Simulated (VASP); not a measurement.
# Fe on the In site in InSe, part 7 of 9

Aim: the formation energy and local structure of Fe on the In site in InSe. The start is a cell from a database of measured crystal structures.

VASP 6.6.1, plane waves and PAW; the level of theory is named at each step.

So far. Step 7 (Reference Se): The run ended after 21 ionic steps, 0.123 eV below its first step, once forces and stress met EDIFFG = -0.02. Step 7 (Reference Se): Energy at zero smearing: -11.55997 eV.

The database entry behind the starting cell differs from later determinations by our own check (c about 1.7 % long), so it need not match the best structure at ambient conditions.

## 8. The defect cell, charge 0

This step: PBEsol, spin-polarised from a ferromagnetic start; plane waves and PAW (Fe, In, Se) (VASP 6.6.1).

System of this step: In15FeSe16. The cell holds 32 atoms: 1 Fe, 15 In and 16 Se. Its edges and angles: a = 8.057 Å, b = 8.057 Å, c = 17.011 Å, α = 90.0°, β = 90.0°, γ = 120.0°. It derives from InSe. Nearest the centre at fractional (0.333, 0.167, 0.831): Fe1 at 0.02 Å, Se22 at 2.65 Å, Se21 at 2.68 Å, Se23 at 2.72 Å, In9 at 2.79 Å, In3 at 4.03 Å, In2 at 4.03 Å, In4 at 4.03 Å.

Atoms within 3.3 Å of the defect's centre start slightly displaced, with symmetry off, so that a distortion can develop. The atoms relax at the host's fixed cell.

The input, INCAR:

```
SYSTEM = In15FeSe16
PREC = Normal
ENCUT = 300
EDIFF = 1E-05
NELM = 120
ISMEAR = 0
SIGMA = 0.05
LREAL = Auto
ALGO = Fast
GGA = PS
NBANDS = 96
ISPIN = 2
MAGMOM = 3.5 0 0 0 0 0 0 0 0 0 0 0 0 0 0 0 0 0 0 0 0.6 0.6 0.6 0 0 0 0 0 0 0 0 0
LASPH = .TRUE.
LMAXMIX = 4
LORBIT = 11
LWAVE = True
LCHARG = .TRUE.
NCORE = 4
IBRION = 2
NSW = 50
ISIF = 2
EDIFFG = -0.03
POTIM = 0.4
MAXMIX = 40
ISYM = 0
```

The input, POSCAR:

```
In15FeSe16
1.0
    8.0574741478      0.0000000000      0.0000000000
   -4.0287370740      6.9779773024      0.0000000000
    0.0000000000      0.0000000000     17.0109036546
Fe In Se
1 15 16
Direct
    0.3335174800      0.1660987200      0.8325215400
    0.3333333300      0.6666666700      0.8313921100
    0.8333333300      0.1666666700      0.8313921100
    0.8333333300      0.6666666700      0.8313921100
    0.1666666700      0.3333333300      0.3313921100
    0.1666666700      0.8333333300      0.3313921100
    0.6666666700      0.3333333300      0.3313921100
    0.6666666700      0.8333333300      0.3313921100
    0.3368992700      0.1670708500      0.6672966800
    0.3333333300      0.6666666700      0.6686078900
    0.8333333300      0.1666666700      0.6686078900
    0.8333333300      0.6666666700      0.6686078900
    0.1666666700      0.3333333300      0.1686078900
    0.1666666700      0.8333333300      0.1686078900
    0.6666666700      0.3333333300      0.1686078900
    0.6666666700      0.8333333300      0.1686078900
    0.3333333300      0.1666666700      0.4070008600
    0.3333333300      0.6666666700      0.4070008600
    0.8333333300      0.1666666700      0.4070008600
    0.8333333300      0.6666666700      0.4070008600
    0.1625270800      0.3283040700      0.9100683700
    0.1655274300      0.8347476500      0.9065448500
    0.6754006100      0.3390098800      0.9081178300
    0.6666666700      0.8333333300      0.9070008600
    0.3333333300      0.1666666700      0.0929991400
    0.3333333300      0.6666666700      0.0929991400
    0.8333333300      0.1666666700      0.0929991400
    0.8333333300      0.6666666700      0.0929991400
    0.1666666700      0.3333333300      0.5929991400
    0.1666666700      0.8333333300      0.5929991400
    0.6666666700      0.3333333300      0.5929991400
    0.6666666700      0.8333333300      0.5929991400
```

The input, KPOINTS:

```
Automatic mesh
0
Gamma
2 2 1
0 0 0
```

Potentials, in the order of the species: Fe, In and Se (PBE family, release 64).

Started as:

```console
$ mpirun -np 4 vasp_std
```

The program printed:

```text
[banner, memory and clock lines left out]
running    4 mpi-ranks, on    1 nodes
 distrk:  each k-point on    4 cores,    1 groups
 distr:  one band on    4 cores,    1 groups

 POSCAR found type information on POSCAR FeInSe
 POSCAR found :  3 types and      32 ions
 [... a notice as in an earlier step ...]

 LDA part: xc-table for (Slater+PW92), standard interpolation
 POSCAR, INCAR and KPOINTS ok, starting setup
 FFT: planning ... GRIDC
 FFT: planning ... GRID_SOFT
 FFT: planning ... GRID
 WAVECAR not read
 entering main loop
       N       E                     dE             d eps       ncg     rms          rms(c)
DAV:   1     0.637372502914E+03    0.63737E+03   -0.38744E+04  1560   0.800E+02
DAV:   2    -0.517822413359E+02   -0.68915E+03   -0.65771E+03  1848   0.175E+02
DAV:   3    -0.131324798986E+03   -0.79543E+02   -0.78361E+02  1872   0.660E+01
DAV:   4    -0.134327959699E+03   -0.30032E+01   -0.29603E+01  2056   0.173E+01
DAV:   5    -0.134411284125E+03   -0.83324E-01   -0.83124E-01  1888   0.230E+00    0.259E+01
RMM:   6    -0.157559019862E+03   -0.23148E+02   -0.15793E+02  1995   0.331E+01    0.825E+01
RMM:   7    -0.138694492009E+03    0.18865E+02   -0.28466E+01  1555   0.174E+01    0.413E+01
RMM:   8    -0.128179792754E+03    0.10515E+02   -0.16074E+01  1641   0.942E+00    0.193E+01
RMM:   9    -0.129282393938E+03   -0.11026E+01   -0.24962E+00  1643   0.282E+00    0.139E+01
RMM:  10    -0.127407669227E+03    0.18747E+01   -0.17898E+00  1698   0.378E+00    0.908E+00
RMM:  11    -0.127131275944E+03    0.27639E+00   -0.34269E-01  1674   0.129E+00    0.596E+00
RMM:  12    -0.126985255065E+03    0.14602E+00   -0.40889E-01  1632   0.128E+00    0.162E+00
RMM:  13    -0.126974271313E+03    0.10984E-01   -0.70955E-02  1636   0.743E-01    0.893E-01
RMM:  14    -0.126979805510E+03   -0.55342E-02   -0.17352E-02  1643   0.329E-01    0.804E-01
RMM:  15    -0.126980753495E+03   -0.94798E-03   -0.62054E-03  1717   0.174E-01    0.539E-01
RMM:  16    -0.126980572354E+03    0.18114E-03   -0.26205E-03  1607   0.140E-01    0.359E-01
RMM:  17    -0.126980771567E+03   -0.19921E-03   -0.11634E-03  1592   0.972E-02    0.233E-01
RMM:  18    -0.126980824938E+03   -0.53371E-04   -0.43641E-04  1637   0.596E-02    0.203E-01
RMM:  19    -0.126980924339E+03   -0.99401E-04   -0.14837E-04  1375   0.292E-02    0.191E-01
RMM:  20    -0.126980880341E+03    0.43999E-04   -0.34295E-05  1102   0.194E-02    0.192E-01
RMM:  21    -0.126980737406E+03    0.14293E-03   -0.60640E-05  1211   0.271E-02    0.184E-01
RMM:  22    -0.126980929448E+03   -0.19204E-03   -0.44897E-05  1153   0.249E-02    0.127E-01
RMM:  23    -0.126980922859E+03    0.65890E-05   -0.23105E-05  1048   0.163E-02
   1 F= -.12698092E+03 E0= -.12697675E+03  d E =-.126981E+03  mag=     4.5125
 curvature:   0.00 expect dE= 0.000E+00 dE for cont linesearch  0.000E+00
 trial: gam= 0.00000 g(F)=  0.297E+00 g(S)=  0.000E+00 ort = 0.000E+00 (trialstep = 0.100E+01)
 search vector abs. value=  0.297E+00
 bond charge predicted
       N       E                     dE             d eps       ncg     rms          rms(c)
DAV:   1    -0.127111082530E+03   -0.13015E+00   -0.16730E+01  1672   0.869E+00    0.309E+00
RMM:   2    -0.127238390377E+03   -0.12731E+00   -0.48893E-01  1536   0.201E+00    0.244E+00
RMM:   3    -0.127243700015E+03   -0.53096E-02   -0.89486E-02  1555   0.107E+00    0.469E-01
RMM:   4    -0.127246460670E+03   -0.27607E-02   -0.24760E-02  1708   0.391E-01    0.484E-01
RMM:   5    -0.127246337931E+03    0.12274E-03   -0.36724E-03  1669   0.164E-01    0.434E-01
RMM:   6    -0.127245759124E+03    0.57881E-03   -0.54472E-03  1605   0.191E-01    0.220E-01
RMM:   7    -0.127245680700E+03    0.78424E-04   -0.72181E-04  1493   0.927E-02    0.829E-02
RMM:   8    -0.127245671983E+03    0.87172E-05   -0.23137E-04  1483   0.370E-02    0.601E-02
RMM:   9    -0.127245661346E+03    0.10637E-04   -0.90752E-05  1340   0.233E-02    0.498E-02
RMM:  10    -0.127245656628E+03    0.47177E-05   -0.31087E-05  1101   0.152E-02
   2 F= -.12724566E+03 E0= -.12724110E+03  d E =-.264734E+00  mag=     4.5051
[... from here on, the cycles between the ionic steps are left out ...]
   3 F= -.12758177E+03 E0= -.12757518E+03  d E =-.600843E+00  mag=     4.4514
   4 F= -.12758261E+03 E0= -.12757577E+03  d E =-.601688E+00  mag=     4.4430
   5 F= -.12763132E+03 E0= -.12762423E+03  d E =-.487076E-01  mag=     4.4300
   6 F= -.12764327E+03 E0= -.12763597E+03  d E =-.606597E-01  mag=     4.4269
   7 F= -.12768029E+03 E0= -.12767361E+03  d E =-.370181E-01  mag=     4.4573
   8 F= -.12770047E+03 E0= -.12769421E+03  d E =-.571953E-01  mag=     4.4831
   9 F= -.12770080E+03 E0= -.12769460E+03  d E =-.575277E-01  mag=     4.4819
  10 F= -.12771387E+03 E0= -.12770729E+03  d E =-.130721E-01  mag=     4.4624
  11 F= -.12771399E+03 E0= -.12770738E+03  d E =-.131886E-01  mag=     4.4585
  12 F= -.12772256E+03 E0= -.12771512E+03  d E =-.856812E-02  mag=     4.4124
  13 F= -.12772438E+03 E0= -.12771632E+03  d E =-.103948E-01  mag=     4.3736
  14 F= -.12773081E+03 E0= -.12772282E+03  d E =-.642514E-02  mag=     4.3717
  15 F= -.12773178E+03 E0= -.12772384E+03  d E =-.740048E-02  mag=     4.3713
  16 F= -.12773575E+03 E0= -.12772839E+03  d E =-.396948E-02  mag=     4.3997
  17 F= -.12773578E+03 E0= -.12772845E+03  d E =-.399398E-02  mag=     4.4062
  18 F= -.12773703E+03 E0= -.12772961E+03  d E =-.124982E-02  mag=     4.4050
  19 F= -.12773704E+03 E0= -.12772964E+03  d E =-.126753E-02  mag=     4.4043
 curvature:  -2.59 expect dE=-0.879E-03 dE for cont linesearch -0.901E-05
 trial: gam= 0.64672 g(F)=  0.339E-03 g(S)=  0.000E+00 ort =-0.578E-04 (trialstep = 0.322E+01)
 search vector abs. value=  0.666E-03
 bond charge predicted
       N       E                     dE             d eps       ncg     rms          rms(c)
DAV:   1    -0.127736444200E+03    0.59587E-03   -0.20616E-01  1536   0.104E+00    0.249E-01
RMM:   2    -0.127737532866E+03   -0.10887E-02   -0.87088E-03  1536   0.227E-01    0.993E-02
RMM:   3    -0.127737656489E+03   -0.12362E-03   -0.13664E-03  1644   0.111E-01    0.411E-02
RMM:   4    -0.127737681378E+03   -0.24888E-04   -0.29506E-04  1649   0.453E-02    0.382E-02
RMM:   5    -0.127737678969E+03    0.24087E-05   -0.33620E-05  1099   0.179E-02
  20 F= -.12773768E+03 E0= -.12773024E+03  d E =-.635167E-03  mag=     4.4054
 trial-energy change:   -0.000635  1 .order   -0.000583   -0.000973   -0.000194
 step:   3.7723(harm=  4.0285)  dis= 0.00540  next Energy=  -127.737696 (dE=-0.652E-03)
 reached required accuracy - stopping structural energy minimisation
 writing wavefunctions
```

Run time: 14 min. Hardware: 4 MPI ranks of Intel Xeon Platinum 8488C (Sapphire Rapids), shared host; peak memory 0.9 GiB.

OUTCAR, selected parts (step 8):

```text
   k-points           NKPTS =      4   k-points in BZ     NKDIM =      4   number of bands    NBANDS=     96

   NELECT =     149.0000    total number of electrons

 E-fermi :   2.6285

 spin component 1
 k-point     1 :       0.0000    0.0000    0.0000
  band No.  band energies     occupation
    ...
     72       1.4972      1.00000
     73       1.4995      1.00000
     74       1.6929      1.00000
     75       1.9646      1.00000
     76       1.9655      1.00000
     77       2.7276      0.00252
     78       2.9840      0.00000
     79       3.7210      0.00000
     80       3.7408      0.00000
     81       3.7411      0.00000
    ...

 k-point     2 :       0.5000    0.0000    0.0000
  band No.  band energies     occupation
    ...
     73       1.5833      1.00000
     74       1.6195      1.00000
     75       1.7045      1.00000
     76       1.9717      1.00000
     77       2.5754      0.93336
     78       4.4138      0.00000
     79       4.4481      0.00000
     80       4.4602      0.00000
     81       4.4628      0.00000
     82       4.4702      0.00000
    ...

  Total       -0.2412259     -0.2261789     -1.8825274      0.0041344     -0.0215210     -0.0178564
  in kB       -0.4040905     -0.3788845     -3.1535232      0.0069258     -0.0360509     -0.0299122
  external PRESSURE =      -1.3121660 kB  Pullay stress =       0.0000000 kB

 POSITION                                       TOTAL-FORCE (eV/Angst)
 -----------------------------------------------------------------------------------
      2.01733      1.16382     14.44509         0.009344      0.006729     -0.007080
      0.04179      4.67266     14.08376        -0.003278      0.012604      0.000788
      6.04691      1.12088     14.08511        -0.007773     -0.006848     -0.001098
      3.99457      4.67486     14.08376         0.001288      0.001899      0.007181
     -0.00244      2.32749      5.64194         0.001157     -0.001684     -0.001112
     -2.01406      5.81194      5.64210        -0.000987      0.001860     -0.000363
      4.03134      2.32740      5.64200        -0.001610     -0.001192      0.003467
      2.01452      5.81482      5.64440         0.000376      0.000152     -0.001982
      2.02201      1.16613     11.73835        -0.007830     -0.002191      0.023268
     -0.00465      4.64856     11.31552         0.006236      0.004255     -0.006453
      6.04616      1.16933     11.31597        -0.009486     -0.000210     -0.002481
      4.03503      4.65058     11.31465        -0.001650     -0.009317      0.001215
     -0.00365      2.32808      2.86745        -0.001939      0.002454      0.001068
     -2.01430      5.81055      2.86768         0.000072     -0.003729      0.000177
      4.03280      2.32800      2.86800         0.001562      0.006476     -0.005173
      2.01454      5.81501      2.85998        -0.001069     -0.001897      0.013681
      2.01428      1.16292      6.91865         0.001090      0.000200      0.000407
     -0.00061      4.65147      6.93045         0.001147      0.000334     -0.000717
      6.04333      1.16377      6.93052        -0.001413     -0.001001     -0.002696
      4.02969      4.65158      6.93066        -0.001322     -0.000724     -0.002987
      0.08953      2.27766     15.27801        -0.003208     -0.005869      0.009446
     -2.01053      5.91613     15.27791        -0.001506     -0.012546     -0.002353
      3.94617      2.27753     15.27965         0.000199      0.002311     -0.005023
      2.01622      5.81523     15.44557         0.008919      0.001618     -0.008972
[...]
-----------------------------------------------------------------------------------
    total drift:                                0.012183      0.006744      0.034492

  FREE ENERGIE OF THE ION-ELECTRON SYSTEM (eV)
  ---------------------------------------------------
  free  energy   TOTEN  =      -127.7376789690 eV

  energy  without entropy=     -127.7227936794  energy(sigma->0) =     -127.73023632

 magnetization (x)
# of ion       s       p       d       tot
------------------------------------------
    1        0.025   0.078   3.190   3.293
    2       -0.001   0.032   0.008   0.039
    3       -0.001   0.032   0.008   0.039
    4       -0.001   0.032   0.008   0.039
    5        0.000  -0.000  -0.000  -0.000
    6        0.000  -0.000  -0.000  -0.000
    7        0.000  -0.000  -0.000  -0.000
    8        0.001   0.001  -0.000   0.002
    9        0.047   0.001   0.006   0.054
   10        0.001   0.004   0.001   0.005
   11        0.001   0.004   0.001   0.005
   12        0.001   0.004   0.001   0.005
   13        0.000  -0.000  -0.000  -0.000
   14        0.000  -0.000  -0.000  -0.000
   15        0.000  -0.000  -0.000  -0.000
   16       -0.000   0.002   0.000   0.002
   17        0.000  -0.003   0.000  -0.003
   18        0.000  -0.003   0.000  -0.003
   19        0.000  -0.003   0.000  -0.003
   20        0.000  -0.003   0.000  -0.003
   21        0.005   0.101   0.004   0.110
   22        0.005   0.102   0.004   0.110
   23        0.005   0.102   0.004   0.110
[...]
--------------------------------------------------
tot          0.091   0.555   3.235   3.881

[... 4 parts as in an earlier step ...]

[... 11 further parts left out ...]
```

Relaxation path:

```tsv
step	energy less that of the first step (eV)	largest force (eV/Å)
1	0.0000	1.3055
2	-0.2647	1.0836
3	-0.6008	0.4580
4	-0.6017	0.4880
5	-0.6504	0.3197
6	-0.6623	0.2961
7	-0.6994	0.2861
8	-0.7195	0.2001
9	-0.7199	0.2315
10	-0.7329	0.2639
11	-0.7331	0.2729
12	-0.7416	0.1473
13	-0.7435	0.1252
14	-0.7499	0.0776
15	-0.7509	0.1284
16	-0.7548	0.0477
17	-0.7549	0.0511
18	-0.7561	0.0423
19	-0.7561	0.0484
20	-0.7568	0.0246
```

The atoms that moved most (Å):

```tsv
atom	dx	dy	dz	length
In9	-0.019	0.000	0.387	0.388
Fe1	-0.001	0.005	0.283	0.283
Se23	-0.130	-0.088	-0.168	0.230
Se21	0.103	-0.013	-0.203	0.228
Se22	0.019	0.091	-0.143	0.171
Se29	0.081	-0.045	0.071	0.117
Se30	0.001	0.092	0.072	0.117
Se31	-0.075	-0.044	0.069	0.111
```

The relaxed structure:

```xyz
32
Lattice="8.0575 0.0000 0.0000 -4.0287 6.9780 0.0000 0.0000 0.0000 17.0109" Properties=species:S:1:pos:R:3 pbc="T T T"
Fe    2.0173    1.1638   14.4451
In    0.0418    4.6727   14.0838
In    6.0469    1.1209   14.0851
In    3.9946    4.6749   14.0838
In   -0.0024    2.3275    5.6419
In   -2.0141    5.8119    5.6421
In    4.0313    2.3274    5.6420
In    2.0145    5.8148    5.6444
In    2.0220    1.1661   11.7383
In   -0.0046    4.6486   11.3155
In    6.0462    1.1693   11.3160
In    4.0350    4.6506   11.3146
In   -0.0036    2.3281    2.8674
In   -2.0143    5.8105    2.8677
In    4.0328    2.3280    2.8680
In    2.0145    5.8150    2.8600
Se    2.0143    1.1629    6.9186
Se   -0.0006    4.6515    6.9305
Se    6.0433    1.1638    6.9305
Se    4.0297    4.6516    6.9307
Se    0.0895    2.2777   15.2780
Se   -2.0105    5.9161   15.2779
Se    3.9462    2.2775   15.2796
Se    2.0162    5.8152   15.4456
Se    2.0145    1.1629    1.5924
Se   -0.0019    4.6509    1.5735
Se    6.0432    1.1651    1.5740
Se    4.0307    4.6509    1.5738
Se    0.0807    2.2805   10.1584
Se   -2.0131    5.9070   10.1591
Se    3.9542    2.2818   10.1560
Se    2.0158    5.8155   10.0404
```

Numbers from this step:

| Quantity | Value |
| --- | --- |
| electronic cycles | 161 |
| electrons | 149 |
| free energy (TOTEN) | -127.7377 eV |
| energy at zero smearing | -127.7302 eV |
| Fermi energy | 2.628 eV |
| moment of the cell, from the last line of the log | 4.405 μB |

Spin moment in the PAW sphere by element, in μB:

```tsv
element	atoms	mean	spread (r.m.s.)	least	largest
Fe	1	3.29	0.00	3.29	3.29
In	15	0.01	0.02	0.00	0.05
Se	16	0.02	0.04	0.00	0.11
```

The atoms nearest the centre:

```tsv
atom	distance (Å)	spin moment in the PAW sphere (μB)
Fe1	0.30	3.29
In9	2.40	0.05
Se21	2.50	0.11
Se22	2.50	0.11
Se23	2.50	0.11
In3	4.03	0.04
In2	4.03	0.04
In4	4.03	0.04
Se25	4.46	0.00
Se30	4.57	0.03
Se29	4.57	0.03
Se31	4.57	0.03
Se24	4.83	0.00
In11	4.92	0.01
```

Spin density in the ac plane at fractional y = 0.167, through the centre, with atoms of Fe and In and Se within 0.45 Å of it.

Ten even steps from '0' (0.0 e/Å³) to '9' (3.5 e/Å³), each cell a mean:
```
00000000000000000000000
00000000000000000000000
00000012200000000000000
00000049930000000000000
00000001100000000000000
00000000000000000000000
00000000000000000000000
00000000000000000000000
00000000000000000000000
00000000000000000000000
00000000000000000000000
00000000000000000000000
00000000000000000000000
00000000000000000000000
00000000000000000000000
00000000000000000000000
00000000000000000000000
00000000000000000000000
00000000000000000000000
00000000000000000000000
00000000000000000000000
00000000000000000000000
00000000000000000000000
00000000000000000000000
```
Columns run along a (8.1 Å), rows up along c (17.0 Å). Atoms in or near the plane, at fractional coordinates: Fe at (0.33, 0.85), In at (0.83, 0.83), In at (0.33, 0.69), In at (0.83, 0.67), Se at (0.33, 0.41), Se at (0.83, 0.41), Se at (0.33, 0.09), Se at (0.83, 0.09).

Valence density in the ac plane at fractional y = 0.167, through the centre, with atoms of Fe and In and Se within 0.45 Å of it. It is the smooth field of the valence electrons, not physical close to the nuclei.

Ten steps, logarithmic in the rise over the least value, from '_' (0.0 e/Å³) to '@' (6.0 e/Å³), each cell a mean:
```
................................______________
::------::::::::::::::::------::..............
----====----++####++------==----::::::::::::::
::--------++%%@@@@##==----------::::..__..::::
::......::--++####++--::......::::::..__..::::
....__....::--------::....__....::::------::::
........::::::::::::::::........::::------::::
::....::::::..____..::::::....::::::..__..::::
----------::::::::::::------------::..__..::--
----==----::........::----==----::::::::::::::
::::::::::....____....::::--::::..............
............................................__
..______..::--====--::..______..::--======--::
::......--==++++++++==--......::==++++==++++==
--::::::--++++====++++--::::::--==++++--++++==
::::::::----========----::::::::--==========--
::::::::::..::::::....::::::::::......::......
............________................______....
....::........____........::........____......
::::::::::::::::::::::::::::::::::::::::::::::
::::::::--==++++++++==--::::::::--==++++++==--
::::..::--++++----++++--::..::--==++==::==++==
::......::==++++++++==::......::--++++++++++--
________..::::----::....______....::------::..
```
Columns run along a (8.1 Å), rows up along c (17.0 Å). Atoms in or near the plane, at fractional coordinates: Fe at (0.33, 0.85), In at (0.83, 0.83), In at (0.33, 0.69), In at (0.83, 0.67), Se at (0.33, 0.41), Se at (0.83, 0.41), Se at (0.33, 0.09), Se at (0.83, 0.09).

The run ended after 20 ionic steps, 0.757 eV below its first step, once the forces on the free atoms met EDIFFG = -0.03.

The 4 first neighbours (In and Se) lie 2.69 Å from the site on average (2.66 to 2.77) in the perfect crystal and 2.46 Å on average from the atom on it after the relaxation (-8.4 %, spread from 2.38 to 2.71 Å).

Levels at the Fermi energy are partly filled: the carrier is shared among close levels or spread over a band.

(Continued in part 8 of 9.)

[Lines on the potential files, build, host, timing and source positions are cut from VASP's logs without a mark.]

[Logs are printed without paths, hosts, clocks, repeated set-up lines and the standing remarks that a program may print on its own settings, such as how far it seeks lower states.]

[Hosts, paths, dates, database ids (printed as entryN), source tags and the programs' standing remarks are cut or masked in the printed files.]

[In band tables of VASP the shares of atoms and orbitals are scaled to a sum of 1 inside the atoms' spheres.]

[Runs that stopped without an error message from VASP are left out.]
